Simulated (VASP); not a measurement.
VASP input:

**POSCAR**
```
ZrB2
1
    1.5284042238    -2.6472743122     0.0000000000
    1.5284042238     2.6472743122    -0.0000000000
    0.0000000000    -0.0000000000     3.3885655875
Zr B
1 2
Direct
  0.0000000000   0.0000000000   0.0000000000
  0.3333330000   0.6666670000   0.5000000000
  0.6666670000   0.3333330000   0.5000000000
```

File KPOINTS:
```
Automatic mesh
0
gamma
  10 10 8
```

**INCAR**
```
LREAL = F   # projection in real space or not
LWAVE = F
NSW = 40   # most ionic steps
LMAXMIX = 4
NELM = 100
PSTRESS = 300
LCHARG = F
LASPH = T
GGA = PS
IBRION = 2
ISMEAR = 1
PREC = Accurate
SIGMA = 0.1   # width (eV)
SYSTEM = ZrB2
ALGO = Normal   # blocked Davidson
EDIFFG = -0.01   # ionic stop
ENCUT = 600   # plane-wave cut-off (eV)
EDIFF = 1E-7
ISIF = 3   # ions, shape and volume
```

POTCAR, in this order: Zr_sv B (PBE.64 set). Program: vasp_std.

### Question
Write an equivalent input for Ansatz.

### Answer
One equivalent input (not run):
Ansatz 0.2 input:
```yaml
crystal:
  lattice:
    - [1.5284042, -2.6472743, 0.0000000]
    - [1.5284042, 2.6472743, 0.0000000]
    - [0.0000000, 0.0000000, 3.3885656]
  atoms:
    - { symbol: Zr, position: [0.0000000, 0.0000000, 0.0000000] }
    - { symbol: B, position: [0.3333330, 0.6666670, 0.5000000] }
    - { symbol: B, position: [0.6666670, 0.3333330, 0.5000000] }
kpoints:
  mp_grid: { grid: [10, 10, 8] }
hamiltonian:
  xc: pbesol
  pseudopotentials: { kind: paw }
scf:
  occupations: { method: methfessel_paxton, width: 0.1 }
  max_iter: 100
relax:
  max_steps: 40
  f_tol: 0.01
  cell: { p_target: 30 }
output: { forces: true, stress: true, eigenvalues: true }
```
What does not carry over: each code has its own PAW files, so the cut-off isn't converted (ENCUT is set for VASP's; basis.ecutwfc is left out, and Ansatz then takes the one that its files recommend); Ansatz stops its SCF on the density residual and VASP on the energy change (EDIFF).

The compound is ZrB2 in the AlB2 type structure. It was relaxed first under an external pressure of 30 GPa.
